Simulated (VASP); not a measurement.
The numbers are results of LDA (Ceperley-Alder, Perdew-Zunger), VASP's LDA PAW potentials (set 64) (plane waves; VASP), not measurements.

The input files of a VASP run:

File POSCAR:
```
KTaO3
3.9605450
  0.9999999553   0.0000000000   0.0000000000
  0.0000000000   0.9999999553   0.0000000000
  0.0000000000   0.0000000000   0.9999999553
K Ta O
1 1 3
Direct
  0.0000000000   0.0000000000   0.0000000000
  0.5000000000   0.5000000000   0.5000000000
  0.5000000000   0.0000000000   0.5000000000
  0.0000000000   0.5000000000   0.5000000000
  0.5000000000   0.5000000000   0.0000000000
```

File KPOINTS:
```
Automatic
0
G
 6 6 6
0 0 0
```

**INCAR**
```
SYSTEM = KTaO3
PREC = Accurate
ENCUT = 520
EDIFF = 1E-7
NELM = 100
ALGO = Normal
LREAL = .FALSE.
LASPH = .TRUE.
ISMEAR = 0
SIGMA = 0.05
LMAXMIX = 6
LWAVE = .FALSE.
LCHARG = .FALSE.
ISIF = 2
```

POTCAR, in this order: K_sv Ta_pv O (LDA.64 set). Program: vasp_std.

Unless said otherwise, spin-orbit coupling is left out, though it shifts the bands of the heavy elements here.

Problem. What does the run give for the energy per atom (σ→0), band gap (on the k-mesh)?

Solution. 
The energy per atom (σ→0) comes out as -9012 meV/atom and the band gap (on the k-mesh) comes out as 2.06 eV.

File OSZICAR:
```
...
DAV:   8    -0.450644871726E+02    0.86593E-01   -0.32709E-01  1222   0.496E+00    0.113E+00
DAV:   9    -0.450588451931E+02    0.56420E-02   -0.24360E-02  1231   0.116E+00    0.228E-01
DAV:  10    -0.450579096102E+02    0.93558E-03   -0.62700E-03  1293   0.589E-01    0.628E-02
DAV:  11    -0.450578994306E+02    0.10180E-04   -0.38229E-04  1229   0.158E-01    0.254E-02
DAV:  12    -0.450579017003E+02   -0.22697E-05   -0.20238E-05  1460   0.329E-02    0.738E-03
DAV:  13    -0.450579014011E+02    0.29926E-06   -0.13068E-06  1212   0.812E-03    0.329E-03
DAV:  14    -0.450579013685E+02    0.32610E-07   -0.18922E-07   872   0.368E-03
   1 F= -.45057901E+02 E0= -.45057901E+02  d E =-.579932E-17
```

The compound is KTaO3 in the cubic perovskite structure. It was relaxed first.
